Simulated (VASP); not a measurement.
# BBrClF: screened Coulomb integrals of an active space by constrained RPA

BBrClF, molecule in box, 4 atoms in the cell.

| Functional | Screened U within a state, mean (eV) | Screened U' between states, mean (eV) | Screened J (eV) | Bare U within a state, mean (eV) | Bare U' between states, mean (eV) | Time (s) |
|---|---|---|---|---|---|---|
| LDA | 7.34 | 5.77 | 0.07 | 10.50 | 7.34 | 528 |
| PBE | 7.36 | 5.77 | 0.07 | 10.53 | 7.33 | 433 |
| r2SCAN | 7.61 | 5.94 | 0.07 | 10.56 | 7.35 | 686 |
| PBE0 | 7.88 | 6.10 | 0.07 | 10.54 | 7.30 | 390 |
| HSE06 | 7.70 | 5.95 | 0.07 | 10.56 | 7.30 | 364 |

Limits: the cutoff lies under the usual one of these potentials, so the numbers hold a basis-set error; the periodic box is only 5.83 Å wide at its narrowest and no larger one was tried.

## Input of the first row

INCAR.step1:
```
ENCUT = 420
PREC = Accurate
ISMEAR = -1
SIGMA = 0.02
LASPH = T
EDIFF = 1E-7
GGA = CA
ALGO = Normal
NELM = 150
LWAVE = T
LCHARG = F
```

INCAR.step2, as INCAR.step1 but for:
```
- ALGO = Normal
- NELM = 150
+ ALGO = Exact
+ NELM = 1
+ NBANDS = 132
+ LOPTICS = T
```

INCAR.step3:
```
ENCUT = 420
PREC = Accurate
ISMEAR = -1
SIGMA = 0.02
LASPH = T
GGA = CA
ALGO = CRPA
NBANDS = 132
ENCUTGW = 90
PRECFOCK = Fast
LOCALIZED_BASIS = BLOCH
LWAVE = F
LCHARG = F
NCRPA_BANDS = 12 13
NTARGET_STATES = 12 13
```

KPOINTS:
```
k-points
0
Gamma
  1 1 1
```

POSCAR:
```
BBrClF
1.0
    5.8300000000      0.0000000000      0.0000000000
    0.0000000000      7.6800000000      0.0000000000
    0.0000000000      0.0000000000      7.7900000000
F B Cl Br
1 1 1 1
Direct
    0.4855660400      0.3258398400      0.3956996200
    0.4921355100      0.4819205800      0.4630038600
    0.4286020600      0.5089127700      0.6791912700
    0.5713979400      0.6741601600      0.3208087300
```

Commands (each step's output is kept before the next begins):
```
cat potpaw_LDA.64/F_GW/POTCAR potpaw_LDA.64/B_GW/POTCAR potpaw_LDA.64/Cl_GW/POTCAR potpaw_LDA.64/Br_GW/POTCAR > POTCAR
cp INCAR.step1 INCAR
mpirun -np 4 vasp_std > vasp.out
cp INCAR.step2 INCAR
mpirun -np 4 vasp_std > vasp.out
cp INCAR.step3 INCAR
mpirun -np 4 vasp_std > vasp.out
```

Changes of the last row against the first:
```
(all steps)
- GGA = CA
+ GGA = PE
+ LHFCALC = True
+ HFSCREEN = 0.2
- cat potpaw_LDA.64/F_GW/POTCAR potpaw_LDA.64/B_GW/POTCAR potpaw_LDA.64/Cl_GW/POTCAR potpaw_LDA.64/Br_GW/POTCAR > POTCAR
+ cat potpaw_PBE.64/F_GW/POTCAR potpaw_PBE.64/B_GW/POTCAR potpaw_PBE.64/Cl_GW/POTCAR potpaw_PBE.64/Br_GW/POTCAR > POTCAR
```

VASP 6.6.1 took 528 s on 4 cores (Intel Xeon Platinum 8488C (Sapphire Rapids)), a shared host.
